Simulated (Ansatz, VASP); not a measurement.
# Cross-check of H39C35N11 (amorphous polyacrylonitrile at 300 K) between VASP and Ansatz, part 3 of 3

One calculation is typed for both programs; each brings its own data sets. How far apart do they land? Of the first pair: The structure shown is the start of the Ansatz relaxation below; VASP solves that cell, so the two are compared at the walk's first step.

VASP 6.6.1 and Ansatz 0.2.0.

So far. Step 3 (VASP: single point, PBE with D3(BJ), start cell, pair 1): The run ends at a pressure of 1.33 GPa, with forces up to 1.3 eV/Å.

**6. VASP: single point, PBE with D3(BJ), relaxed cell, pair 2**

Level of this step: PBE with D3(BJ), spin-polarised from a ferromagnetic start; plane waves and PAW (C, N, H) (VASP).

The same cell, functional, mesh and smearing now go to VASP, with its own data sets.

INCAR reads:

```
SYSTEM = H39C35N11
PREC = Accurate
ENCUT = 520
EDIFF = 1E-06
NELM = 200
ISMEAR = -1
SIGMA = 0.01
LREAL = Auto
ALGO = Normal
GGA = PE
IVDW = 12
NELECT = 469
NBANDS = 353
ISPIN = 2
MAGMOM = 0 0 0 0 0 -0 0 0 0 0 0 -0 0 0 0 0 0 0 0 0 -0 0 0 0 -0 0 0 0 0 0 0 0 0 0 0 0 0 0 0 0 -0 0 0 0 0 -0 0 0 0 0 0 0 0.02 0.04 0 0 0 0 -0 0 0 0 0 0 0 0 0 0 0 0 0 0 0 0 0 0 0 0 0 0.01 0 0 0 0 0 0.01 0.1 0 0 0 0 0 0 0 -0 -0 0 0 0 0 0 0 -0 -0 0 0 0 0 0 0 0 0 0 0 -0 0 -0 0 -0 0 0 -0 0 0 0 0 -0 0 0 -0 0 0 0 0 0 0 0 0 -0 -0 0 0 0 0 -0 0 -0 0 0 -0 0 0 0 0 0 -0 0 -0 0 0 0 0 0 0 0 -0 0 0 -0 0
LORBIT = 11
LWAVE = .FALSE.
LCHARG = .FALSE.
ISIF = 2
LASPH = .TRUE.
GGA_COMPAT = .FALSE.
```

POSCAR reads:

```
H39C35N11
1.0
   12.0328200000      0.0000000000      0.0000000000
    0.0000000000     12.0328200000      0.0000000000
    0.0000000000      0.0000000000     12.0328200000
C N H
70 22 78
Direct
    0.8278300000      0.8034200000      0.2375600000
    0.8625400000      0.9253200000      0.2365800000
    0.9405600000      0.9575200000      0.3331400000
    0.8951400000      0.9227900000      0.4404400000
    0.9690400000      0.0823800000      0.3442400000
    0.0184000000      0.1378200000      0.2396600000
    0.9343300000      0.1564200000      0.1544600000
    0.0728700000      0.2531100000      0.2614900000
    0.1503200000      0.2560800000      0.3643100000
    0.0826000000      0.2720500000      0.4633900000
    0.2429900000      0.3456200000      0.3567300000
    0.2173100000      0.4602800000      0.4085700000
    0.2303100000      0.4584300000      0.5293000000
    0.2974200000      0.5482700000      0.3616900000
    0.2843400000      0.6661600000      0.4087800000
    0.1706500000      0.7036000000      0.3905300000
    0.3751700000      0.7424400000      0.3608100000
    0.3712300000      0.8625800000      0.4051000000
    0.2887000000      0.9286900000      0.3464300000
    0.4853500000      0.9204700000      0.4099700000
    0.5367200000      0.9701700000      0.3033400000
    0.5392200000      0.8920900000      0.2105300000
    0.4831800000      0.0810200000      0.2660600000
    0.5619400000      0.1576100000      0.1996700000
    0.6552700000      0.1891600000      0.2703600000
    0.4963700000      0.2596900000      0.1591100000
    0.5654700000      0.3502000000      0.0995100000
    0.5972600000      0.3108900000      0.9896200000
    0.5098600000      0.4661100000      0.0991400000
    0.4024000000      0.4873500000      0.0310600000
[... 134 atom lines left out ...]
    0.1530100000      0.2671200000      0.8557000000
    0.1226000000      0.2675800000      0.7127900000
    0.3176500000      0.3144600000      0.7556700000
    0.3398400000      0.1803800000      0.9195300000
    0.4524300000      0.1763800000      0.8237400000
    0.3515100000      0.0688500000      0.8226700000
```

KPOINTS reads:

```
Automatic mesh
0
Gamma
1 1 1
0 0 0
```

Potentials, in the order of the species: C, N and H (PBE family, release 64).

Command:

```bash
$ export OMP_NUM_THREADS=3
$ mpirun -np 1 vasp_gam
```

Numbers of over 12 decimals in the logs are rounded to 6 here.

Output:

```text
[... set-up lines as in an earlier step ...]
 entering main loop
       N       E                     dE             d eps       ncg     rms          rms(c)
DAV:   1     0.326384325722E+04    0.32638E+04   -0.24611E+05  1444   0.124E+03
DAV:   2    -0.790950795433E+03   -0.40548E+04   -0.38496E+04  1791   0.292E+02
DAV:   3    -0.116654277993E+04   -0.37559E+03   -0.37126E+03  1768   0.898E+01
DAV:   4    -0.117620772090E+04   -0.96649E+01   -0.96167E+01  1768   0.163E+01
DAV:   5    -0.117652307100E+04   -0.31535E+00   -0.31493E+00  1864   0.275E+00BRMIX: very serious problems
 the old and the new charge density differ
 old charge density:   468.00000 new  469.00000
    0.561E+01
DAV:   6    -0.109895569038E+04    0.77567E+02   -0.12156E+02  1600   0.165E+01    0.304E+01
DAV:   7    -0.108471999850E+04    0.14236E+02   -0.34657E+01  1752   0.975E+00    0.148E+01
DAV:   8    -0.108302709236E+04    0.16929E+01   -0.59786E+00  1672   0.460E+00    0.615E+00
DAV:   9    -0.108303066252E+04   -0.35702E-02   -0.13446E+00  1664   0.186E+00    0.194E+00
[...]
DAV:  18    -0.108305388020E+04    0.22626E-04   -0.29226E-05  1680   0.185E-02    0.810E-03
DAV:  19    -0.108305388122E+04   -0.10165E-05   -0.24911E-05  1776   0.960E-03    0.642E-03
DAV:  20    -0.108305388112E+04    0.95719E-07   -0.24619E-06  1336   0.442E-03
   1 F= -.10947073E+04 E0= -.10947073E+04  d E =-.133441E-08  mag=     1.0000
```

Parts of OUTCAR (step 6):

```text
 magnetization (x)
# of ion       s       p       d       tot
------------------------------------------
    1        0.000   0.000   0.000   0.000
    2        0.000   0.000   0.000   0.000
    3        0.000   0.000   0.000   0.000
    4       -0.000   0.000   0.000   0.000
    5        0.000   0.000   0.000   0.000
    6       -0.000  -0.000   0.000  -0.000
[...]
168        0.000   0.000   0.000   0.000
  169       -0.000   0.000   0.000   0.000
  170        0.000   0.000   0.000   0.000
--------------------------------------------------
tot          0.068   0.362   0.000   0.431
```

The run ends at a pressure of 1.15 GPa, with forces up to 0.43 eV/Å.

**7. Differences**

What differs besides the data sets and the points named for the pairs above, as far as they apply: site moments are counted in spheres of each program's own size. Total energies have different zeros and are not compared.

Compared:

```
          quantity  Ansatz  VASP  difference
 total moment (μB)    1.00  1.00        0.00
moment on N87 (μB)    0.10  0.17       -0.07
moment on C54 (μB)    0.04  0.09       -0.04
moment on C53 (μB)    0.02  0.05       -0.03
```

Forces on 7 of the 170 atoms, those with the largest forces and the largest differences (eV/Å; atoms numbered as in POSCAR):

```
atom          Ansatz x, y, z            VASP x, y, z
 C13     0.002, 0.009, 0.006  -0.077, -0.009, -0.415
 N72    0.002, 0.002, -0.001   -0.292, 0.086, -0.288
 N74  -0.002, -0.003, -0.004     0.079, 0.011, 0.412
 N78    0.001, -0.002, 0.001     0.317, 0.098, 0.261
 N80  -0.012, -0.018, -0.007   -0.276, -0.332, 0.007
 N85    0.004, -0.007, 0.001    0.187, -0.356, 0.145
 N86   -0.008, 0.029, -0.025   -0.105, 0.292, -0.297
```

The forces differ by 119 meV/Å r.m.s., where the r.m.s. force is 0.005 eV/Å in Ansatz and 0.119 eV/Å in VASP: the atoms lie near their places of rest in Ansatz, so a percentage would say little (all taken over all components). The cell carries a charge of -1 e against a uniform background, so its pressure also hangs on how the neutralising background is counted, and in a defect's cell a gap may be the spacing between its levels. The total moments and the pattern agree; the site moments differ because the programs count them in spheres of different size.

**8. Summary of results**

```json
{
  "r.m.s. force difference (single point, PBE with D3(BJ), start cell, pair 1)": "57 % of the r.m.s. force",
  "r.m.s. force difference (single point, PBE with D3(BJ), relaxed cell, pair 2)": "119 meV/Å"
}
```

The r.m.s. force difference is 57 % of the r.m.s. force (single point, PBE with D3(BJ), start cell, pair 1), beyond the 3 % picked in this series as the mark of a large difference. What causes the difference of the single point, PBE with D3(BJ), start cell, pair 1 pair stays open here. What causes the difference of the single point, PBE with D3(BJ), relaxed cell, pair 2 pair stays open here. Such differences can come from data sets, numerical settings and the points named under the comparisons, not from the functional's error against experiment.

[Lines on the potential files, build, host, timing and source positions are cut from VASP's logs without a mark.]

[Logs are printed without paths, hosts, clocks, repeated set-up lines and the standing remarks that a program may print on its own settings, such as how far it seeks lower states.]

[Hosts, paths, dates, database ids (printed as entryN), source tags and the programs' standing remarks are cut or masked in the printed files.]
